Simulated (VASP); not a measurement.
The system is B2P.

```xyz
3
Lattice="1.5151 0.8748 3.9249 -1.5151 0.8748 3.9249 0.0000 -1.7495 3.9249" Properties=species:S:1:pos:R:3 pbc="T T T"
B     0.0000    0.0000    5.0553
B     0.0000    0.0000    6.7193
P     0.0000    0.0000    0.0000
```

The cell was built by a generator and needn't be a form met in nature.

- Program: VASP 6.6.1
- Task: single point
- Functional: PBE
- Potentials or basis: VASP PAW PBE potentials, release 64 (B, P)
- Cutoff: 520 eV
- k mesh: 10 × 10 × 10
- Occupations: fermi-dirac, width 0.05 eV
- Spin: no spin polarisation

On this cell: pressure -0.4 GPa; largest force 0.078 eV/Å; band gap on the k mesh none (metal or under the smearing width).

The same run follows on a disturbed copy (atoms moved at random, drawn with an rms of 0.05 Å):

```
CELL_PARAMETERS angstrom
1.51512 0.87475 3.92488
-1.51512 0.87475 3.92488
0.00000 -1.74950 3.92488
ATOMIC_POSITIONS crystal
B 0.41296 0.42770 0.44210
B 0.58661 0.56078 0.57035
P 0.00563 0.99460 0.00116
```

What does the disturbed cell give?

The energy (extrapolated to zero smearing) moves by +10.3 meV/atom; pressure -0.1 GPa; largest force 0.921 eV/Å; band gap on the k mesh none (metal or under the smearing width).

Forces in eV/Å, atoms in the order of the input:
```
B    0.216  0.192  0.875
B   -0.203 -0.127 -0.836
P   -0.013 -0.064 -0.038
```

Stress tensor (GPa, compression positive):
```
 0.99 -0.56  0.39
-0.56  1.91  0.36
 0.39  0.36 -3.27
```
